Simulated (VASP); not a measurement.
**GaSb: relaxation of the atoms with r2SCAN**

Crystal: GaSb.

```
Ga Sb
1.0
     0.00000    3.04645    3.04645
     3.04645    0.00000    3.04645
     3.04645    3.04645    0.00000
Ga Sb
1 1
Direct
  0.00000 0.00000 0.00000
  0.25000 0.25000 0.25000
```

The cell isn't the ideal one: a relaxed cell with its volume scaled by 0.98.

```json
{
 "Program": "VASP 6.6.1",
 "Task": "relaxation of the atoms",
 "Functional": "r2SCAN",
 "Potentials or basis": "VASP PAW PBE potentials, release 64 (Ga_d, Sb)",
 "Cutoff": "600 eV",
 "k mesh": "10 × 10 × 10",
 "Occupations": "gaussian, width 0.03 eV",
 "Spin": "no spin polarisation",
 "Further INCAR settings": "ALGO = Normal; EDIFF = 1e-07; IBRION = 2; EDIFFG = -0.01; NSW = 40"
}
```

```yaml
Pressure_after_relaxing: 1.2 GPa
Band_gap_on_the_k_mesh: 0.54 eV, direct
```

Final structure:
```yaml
crystal:
  lattice:
    - [0.00000, 3.04645, 3.04645]
    - [3.04645, 0.00000, 3.04645]
    - [3.04645, 3.04645, 0.00000]
  atoms:
    - { symbol: Ga, position: [0.00000, 0.00000, 0.00000] }
    - { symbol: Sb, position: [0.25000, 0.25000, 0.25000] }
```

Levels at points of the mesh, in eV from the valence-band top:
| k point | band 6 | band 7 | band 8 | band 9 | band 10 | band 11 | band 12 | band 13 |
| --- | --- | --- | --- | --- | --- | --- | --- | --- |
| (0.00, 0.00, 0.00) | -12.02 | 0.00 | 0.00 | 0.00 | 0.54 | 2.98 | 2.98 | 2.98 |
| (0.50, 0.00, 0.00) | -10.27 | -6.65 | -1.24 | -1.24 | 0.71 | 4.01 | 4.01 | 6.92 |
| (0.50, 0.50, 0.00) | -9.36 | -7.11 | -2.74 | -2.74 | 1.11 | 1.46 | 9.35 | 9.35 |

Wall time 99 s on 1 thread of Intel(R) Xeon(R) 6975P-C (Granite Rapids), with other jobs on the host, peak memory 0.25 GiB.

Caveat: the relaxation stopped at its first step, so nothing moved; the PAW data sets were made with another functional, which shifts forces and pressure a little; spin-orbit coupling is left out, which moves the levels of the heavy elements. A k mesh can miss the band edges.
